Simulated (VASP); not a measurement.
Input:

```yaml
crystal:
  lattice:
    - [3.80203, 0.00000, 0.00000]
    - [0.00000, 3.80203, 0.00000]
    - [0.00000, 0.00000, 3.80203]
  atoms:
    - { symbol: Cd, position: [0.00000, 0.00000, 0.00000] }
    - { symbol: Ni, position: [0.50000, 0.50000, 0.00000] }
    - { symbol: Ni, position: [0.00000, 0.50000, 0.50000] }
    - { symbol: Ni, position: [0.50000, 0.00000, 0.50000] }
    - { symbol: N, position: [0.50000, 0.50000, 0.50000] }
```

The numbers are results of PBEsol GGA, VASP's PBE PAW potentials (set 64) (plane waves; VASP 6.6.1), not measurements. Numerical set-up: 520 eV cut-off, 9×9×9 Γ-centred mesh, tetrahedra with Blöchl corrections, potentials Cd Ni N.

The cores are frozen, which limits the accuracy of field gradients.

Problem. Give the principal components of the electric field gradient (V/Å²) and the asymmetry η at each nucleus.

Solution. 
```
atom    Vxx    Vyy   Vzz     η
----  -----  -----  ----  ----
Cd1     0.0    0.0   0.0     -
Ni2   -20.6  -20.6  41.3  0.00
Ni3   -20.6  -20.6  41.3  0.00
Ni4   -20.6  -20.6  41.3  0.00
N5      0.0    0.0   0.0     -
```

The structure comes from a computed database's CdNi3N entry (Pm-3m); how it stands against other phases isn't given here. It was relaxed first. The run is not spin-polarised, so no magnetic state was tried.
